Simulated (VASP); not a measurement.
Computed with revTPSS meta-GGA, VASP's PBE PAW potentials (set 64) (plane waves; VASP).

VASP ran on this input.

INCAR:
```
! general
SYSTEM  = ZnS
PREC    = Accurate
ENCUT   = 520
LREAL   = .FALSE.
LASPH   = .TRUE.

! electronic loop
EDIFF   = 1E-7
NELM    = 100
ALGO    = Normal
LMAXMIX = 4
LMIXTAU = .TRUE.

! smearing
ISMEAR  = 0
SIGMA   = 0.05

! functional
METAGGA = RTPSS

! ions
IBRION  = 2
NSW     = 30
ISIF    = 4
EDIFFG  = -0.01

! output
LWAVE   = .FALSE.
LCHARG  = .FALSE.
```

File POSCAR:
```
ZnS
1.0
  1.8648176204  -3.2299588243   0.0000000000
  1.8648176204   3.2299588243   0.0000000000
  0.0000000000   0.0000000000   6.1074465035
Zn S
2 2
Direct
  0.6666670000   0.3333330000   0.5001702709
  0.3333330000   0.6666670000   0.0001702709
  0.6666670000   0.3333330000   0.8748297291
  0.3333330000   0.6666670000   0.3748297291
```

KPOINTS:
```
Automatic
0
gamma
  7 7 4
0 0 0
```

POTCAR, in this order: Zn S (PBE.64 set). Program: vasp_std.

Task: What will the output report for the number of irreducible k-points (NKPTS), largest plane-wave count, number of space-group operations, FFT grid (NGX, NGY, NGZ)?

Result: 
The number of irreducible k-points (NKPTS) is 24 and the largest plane-wave count is 2004. The number of space-group operations is 12 and the FFT grid (NGX, NGY, NGZ) is 28 × 28 × 48.

The compound is ZnS in the wurtzite structure, the high-temperature form. This cell is one point of a volume scan, at 0.94 of the reference volume. Symmetry was kept, so distortions that lower it aren't found.
